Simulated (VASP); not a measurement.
An input for Ansatz (written as the equivalent of a VASP run, and not itself run):

Ansatz 0.2 input:
```yaml
crystal:
  lattice:
    - [4.5550490, 0.0000000, 0.0000000]
    - [-2.2775245, 3.9447886, 0.0000000]
    - [0.0000000, 0.0000000, 5.1620187]
  atoms:
    - { symbol: Ba, position: [0.3333330, 0.6666670, 0.9991150] }
    - { symbol: Ga, position: [0.0000000, 0.0000000, 0.4176571] }
    - { symbol: Sn, position: [0.6666670, 0.3333330, 0.5419245] }
    - { symbol: H, position: [1.0000000, 1.0000000, 0.0850034] }
kpoints:
  mp_grid: { grid: [5, 5, 4] }
hamiltonian:
  xc: pbesol
  pseudopotentials: { kind: paw }
scf:
  occupations: { method: gaussian, width: 0.05 }
  max_iter: 100
relax:
  max_steps: 60
  f_tol: 0.02
  cell: {}
output: { forces: true, stress: true, eigenvalues: true }
```

Q: Write the VASP files for the same calculation (PBEsol).

A: This is not unique; one that fits is 
**KPOINTS**
```
Automatic mesh
0
Gamma
5 5 4
0 0 0
```

File POSCAR:
```
BaGaSnH
1
    4.5550490396     0.0000000000    -0.0000000000
   -2.2775245198     3.9447886322     0.0000000000
    0.0000000000    -0.0000000000     5.1620186621
Ba Ga Sn H
1 1 1 1
Direct
  0.3333330000   0.6666670000   0.9991149999
  0.0000000000   0.0000000000   0.4176571318
  0.6666670000   0.3333330000   0.5419245013
  1.0000000000   1.0000000000   0.0850033670
```

**INCAR**
```
! general
SYSTEM   =  BaGaSnH
PREC     =  Accurate
ENCUT    =  400
LREAL    =  .FALSE.   ! projection in real space or not
LASPH    =  .TRUE.   ! aspherical one-centre terms

! electronic loop
EDIFF    =  1E-6   ! SCF stop (eV)
NELM     =  100
ALGO     =  Normal
LMAXMIX  =  4   ! l cut-off of mixed one-centre charges

! smearing
ISMEAR   =  0   ! Gaussian
SIGMA    =  0.05   ! width (eV)

! functional
GGA      =  PS   ! PBEsol

! ions
IBRION   =  2   ! conjugate gradients
NSW      =  60
ISIF     =  3   ! ions, shape and volume
EDIFFG   =  -0.02

! output
LWAVE    =  .FALSE.
LCHARG   =  .FALSE.
```

POTCAR, in this order: Ba_sv Ga_d Sn_d H (PBE.64 set). Program: vasp_std.

The two are equivalent in intent, not identical: each code has its own PAW files, so the cut-off isn't converted (ENCUT is set for VASP's; basis.ecutwfc is left out, and Ansatz then takes the one that its files recommend); Ansatz stops its SCF on the density residual and VASP on the energy change (EDIFF).

The structure comes from a computed database's BaGaSnH entry (P3m1); how it stands against other phases isn't given here. This run relaxes it. Symmetry was kept, so distortions that lower it aren't found. The start is the result of an earlier pass.
